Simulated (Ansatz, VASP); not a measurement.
# Ir (Ir wire along [100], 21 atoms a period): VASP beside Ansatz, part 3 of 3

Aim: how closely do two programs agree when they are given the same cell, functional and k mesh? Of the first pair: The structure shown is the start of the Ansatz relaxation below; VASP solves that cell, so the two are compared at the walk's first step.

VASP 6.6.1 and Ansatz 0.2.0.

So far. Step 4 (Comparison): The forces differ by 18 meV/Å r.m.s., which is 2.0 % of the r.m.s. force of 0.920 eV/Å (both taken over all components).

**6. VASP: single point, PBE, relaxed cell, pair 2**

Level of this step: PBE; plane waves and PAW (Ir) (VASP).

The same cell, functional, mesh and smearing now go to VASP, with its own data sets.

Contents of INCAR:

```
SYSTEM = Ir
PREC = Accurate
ENCUT = 500
EDIFF = 1E-06
NELM = 120
ISMEAR = -1
SIGMA = 0.05
LREAL = .FALSE.
ALGO = Normal
GGA = PE
NBANDS = 117
LASPH = .TRUE.
LORBIT = 11
LWAVE = .FALSE.
LCHARG = .FALSE.
ISIF = 2
GGA_COMPAT = .FALSE.
KPAR = 4
```

Contents of POSCAR:

```
Ir
1.0
   14.5400000000      0.0000000000      0.0000000000
    0.0000000000     14.5400000000      0.0000000000
    0.0000000000      0.0000000000      3.7667129442
Ir
21
Direct
    0.2403847460      0.5000000000      0.0000000000
    0.3607198760      0.3607198760      0.0000000000
    0.3607198760      0.6392801240      0.0000000000
    0.5000000000      0.2403847460      0.0000000000
    0.5000000000      0.5000000000      0.0000000000
    0.5000000000      0.7596152540      0.0000000000
    0.6392801240      0.3607198760      0.0000000000
    0.6392801240      0.6392801240      0.0000000000
    0.7596152540      0.5000000000      0.0000000000
    0.2410058641      0.3719096642      0.5000000000
    0.2410058641      0.6280903358      0.5000000000
    0.3719096642      0.2410058641      0.5000000000
    0.3699696828      0.5000000000      0.5000000000
    0.3719096642      0.7589941359      0.5000000000
    0.5000000000      0.3699696828      0.5000000000
    0.5000000000      0.6300303172      0.5000000000
    0.6280903358      0.2410058641      0.5000000000
    0.6300303172      0.5000000000      0.5000000000
    0.6280903358      0.7589941359      0.5000000000
    0.7589941359      0.3719096642      0.5000000000
    0.7589941359      0.6280903358      0.5000000000
```

Contents of KPOINTS:

```
Automatic mesh
0
Gamma
1 1 21
0 0 0
```

PAW data sets: Ir (PBE family, release 64).

Command:

```console
mpirun -np 4 vasp_std
```

Numbers of over 12 decimals in the logs are rounded to 6 here.

Output:

```text
[banner, memory and clock lines left out]
running    4 mpi-ranks, on    1 nodes
[...]
[... a notice as in an earlier step ...]

 LDA part: xc-table for (Slater+PW92), standard interpolation
 POSCAR, INCAR and KPOINTS ok, starting setup
[...]
entering main loop
       N       E                     dE             d eps       ncg     rms          rms(c)
DAV:   1     0.180567533601E+04    0.18057E+04   -0.74333E+04  2574   0.136E+03
DAV:   2     0.334306812229E+02   -0.17722E+04   -0.16539E+04  2599   0.423E+02
DAV:   3    -0.157217812741E+03   -0.19065E+03   -0.17386E+03  3508   0.124E+02
DAV:   4    -0.172995215091E+03   -0.15777E+02   -0.14532E+02  3708   0.331E+01
[...]
DAV:  22    -0.162916717448E+03   -0.76717E-05   -0.46135E-07  1687   0.257E-03    0.117E-03
DAV:  23    -0.162916721374E+03   -0.39259E-05   -0.47486E-07  1667   0.149E-03    0.530E-04
DAV:  24    -0.162916721907E+03   -0.53284E-06   -0.81360E-08  1432   0.105E-03
   1 F= -.16291672E+03 E0= -.16284653E+03  d E =-.140391E+00
```

From OUTCAR (step 6):

```text
  Total        1.1756440      1.1756440      1.3499354      0.0000000     -0.0000000      0.0000000
  in kB        2.3653482      2.3653482      2.7160155      0.0000000     -0.0000000      0.0000000
  external PRESSURE =       2.4822373 kB  Pullay stress =       0.0000000 kB

 POSITION                                       TOTAL-FORCE (eV/Angst)
 -----------------------------------------------------------------------------------
      3.49519      7.27000      0.00000        -0.063128      0.000000      0.000000
      5.24487      5.24487      0.00000        -0.005884     -0.005884      0.000000
      5.24487      9.29513      0.00000        -0.005884      0.005884     -0.000000
      7.27000      3.49519      0.00000         0.000000     -0.063128     -0.000000
      7.27000      7.27000      0.00000         0.000000      0.000000      0.000000
      7.27000     11.04481      0.00000         0.000000      0.063128      0.000000
      9.29513      5.24487      0.00000         0.005884     -0.005884      0.000000
      9.29513      9.29513      0.00000         0.005884      0.005884      0.000000
     11.04481      7.27000      0.00000         0.063128      0.000000     -0.000000
      3.50423      5.40757      1.88336        -0.052422     -0.027509      0.000000
      3.50423      9.13243      1.88336        -0.052422      0.027509     -0.000000
      5.40757      3.50423      1.88336        -0.027509     -0.052422      0.000000
      5.37936      7.27000      1.88336         0.018514      0.000000     -0.000000
      5.40757     11.03577      1.88336        -0.027509      0.052422      0.000000
[...]
-----------------------------------------------------------------------------------
    total drift:                                0.000000     -0.000000     -0.000000

  FREE ENERGIE OF THE ION-ELECTRON SYSTEM (eV)
  ---------------------------------------------------
  free  energy   TOTEN  =      -162.9167219072 eV

  energy  without entropy=     -162.7763307705  energy(sigma->0) =     -162.84652634

[... 1 part as in an earlier step ...]

[... 2 further parts left out ...]
[key lines of the parts left out:]
E-fermi :   0.6553
```

**7. Side by side**

What differs besides the data sets and the points named for the pairs above, as far as they apply: the data sets hold 357 valence electrons in Ansatz (on its PAW soft_1 files) and 189 in VASP; the cutoff is 420 eV in Ansatz and 500 eV in VASP; Ansatz's pressure holds a Pulay correction, VASP's none. Total energies have different zeros and are not compared.

Both answers:

```
      quantity  Ansatz  VASP  difference
pressure (GPa)   -0.01  0.25       -0.25
```

Forces on 8 of the 21 atoms, those with the largest forces and the largest differences (eV/Å; atoms numbered as in POSCAR):

```
atom        Ansatz x, y, z           VASP x, y, z
 Ir1  -0.002, 0.000, 0.000   -0.063, 0.000, 0.000
 Ir4  0.000, -0.002, 0.000   0.000, -0.063, 0.000
 Ir6   0.000, 0.002, 0.000    0.000, 0.063, 0.000
 Ir9   0.002, 0.000, 0.000    0.063, 0.000, 0.000
Ir10   0.001, 0.001, 0.000  -0.052, -0.028, 0.000
Ir11  0.001, -0.001, 0.000   -0.052, 0.028, 0.000
Ir12   0.001, 0.001, 0.000  -0.028, -0.052, 0.000
Ir14  0.001, -0.001, 0.000   -0.028, 0.052, 0.000
```

The forces differ by 27 meV/Å r.m.s., where the r.m.s. force is 0.001 eV/Å in Ansatz and 0.027 eV/Å in VASP: the atoms lie near their places of rest in Ansatz, so a percentage would say little (all taken over all components).

**8. What the set-up changes**

Further runs change the set-up of one program: Ansatz's method, potentials or start, or VASP's data sets, cutoff or form of LDA. The table gives Ansatz less VASP for each quantity, since a change that brings one quantity closer may part another.

```
                             run  r.m.s. force difference (meV/Å)  pressure (GPa)
                        as above                               27           -0.25
VASP with the data sets Ir_sv_GW                              3.8             1.2
```

**9. Summary of results**

* r.m.s. force difference (single point, PBE, start cell, pair 1): 2.0 % of the r.m.s. force
* r.m.s. force difference (single point, PBE, relaxed cell, pair 2): 27 meV/Å

In words: The r.m.s. force difference is 27 meV/Å (single point, PBE, relaxed cell, pair 2), beyond the 12 meV/Å picked in this series as the mark of a large difference. The data sets hold unlike numbers of valence electrons (357 in Ansatz and 189 in VASP), so part of the differences comes from the potentials. Single point, PBE, relaxed cell, pair 2, VASP with the data sets Ir_sv_GW: r.m.s. force difference goes from 27 to 3.8 meV/Å; the difference in pressure goes from -0.25 to 1.2 GPa. How closely two codes agree says nothing of how well the functional describes the real material.

[Lines on the potential files, build, host, timing and source positions are cut from VASP's logs without a mark.]

[Logs are printed without paths, hosts, clocks, repeated set-up lines and the standing remarks that a program may print on its own settings, such as how far it seeks lower states.]

[Hosts, paths, dates, database ids (printed as entryN), source tags and the programs' standing remarks are cut or masked in the printed files.]
